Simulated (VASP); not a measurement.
```xyz
54
Lattice="0.0000 9.3058 9.3058 9.3058 0.0000 9.3058 9.3058 9.3058 0.0000" Properties=species:S:1:pos:R:3 pbc="T T T"
Pb     0.0000     0.0000     0.0000
Pb     3.1019     3.1019     0.0000
Pb     6.2039     6.2039     0.0000
Pb     3.1019     0.0000     3.1019
Pb     6.2039     3.1019     3.1019
Pb     9.3058     6.2039     3.1019
Pb     6.2039     0.0000     6.2039
Pb     9.3058     3.1019     6.2039
Pb    12.4078     6.2039     6.2039
Pb     0.0000     3.1019     3.1019
Pb     3.1019     6.2039     3.1019
Pb     6.2039     9.3058     3.1019
Pb     3.1019     3.1019     6.2039
Pb     6.2039     6.2039     6.2039
Pb     9.3058     9.3058     6.2039
Pb     6.2039     3.1019     9.3058
Pb     9.3058     6.2039     9.3058
Pb    12.4078     9.3058     9.3058
Pb     0.0000     6.2039     6.2039
Pb     3.1019     9.3058     6.2039
Pb     6.2039    12.4078     6.2039
Pb     3.1019     6.2039     9.3058
Pb     6.2039     9.3058     9.3058
Pb     9.3058    12.4078     9.3058
Pb     6.2039     6.2039    12.4078
Pb     9.3058     9.3058    12.4078
Pb    12.4078    12.4078    12.4078
Se     3.1020     3.1020     3.1020
Se     6.2039     6.2039     3.1020
Se     9.3058     9.3058     3.1020
Se     6.2039     3.1020     6.2039
Se     9.3058     6.2039     6.2039
Se    12.4078     9.3058     6.2039
Se     9.3058     3.1020     9.3058
Se    12.4078     6.2039     9.3058
Se    15.5097     9.3058     9.3058
Se     3.1020     6.2039     6.2039
Se     6.2039     9.3058     6.2039
Se     9.3058    12.4078     6.2039
Se     6.2039     6.2039     9.3058
Se     9.3058     9.3058     9.3058
Se    12.4078    12.4078     9.3058
Se     9.3058     6.2039    12.4078
Se    12.4078     9.3058    12.4078
Se    15.5097    12.4078    12.4078
Se     3.1020     9.3058     9.3058
Se     6.2039    12.4078     9.3058
Se     9.3058    15.5097     9.3058
Se     6.2039     9.3058    12.4078
Se     9.3058    12.4078    12.4078
Se    12.4078    15.5097    12.4078
Se     9.3058     9.3058    15.5097
Se    12.4078    12.4078    15.5097
Se    15.5097    15.5097    15.5097
```

All values below come from PBE GGA, VASP's PBE PAW potentials (set 64) (plane waves; VASP). Settings: PREC = Normal, LREAL = Auto, 400 eV cut-off, 1×1×1 Γ-centred mesh, Gaussian smearing of 0.050 eV, potentials Pb Se.

The supercell is sampled at Γ alone, which is coarse: total energies, pressure and levels can be off, energies of defects by several tenths of an eV.

Task: What does the run give for the energy per atom (σ→0)?

Result: 
energy per atom (σ→0): -4.166 eV/atom

The cell is a supercell, built from a database entry that may be metastable or hypothetical.
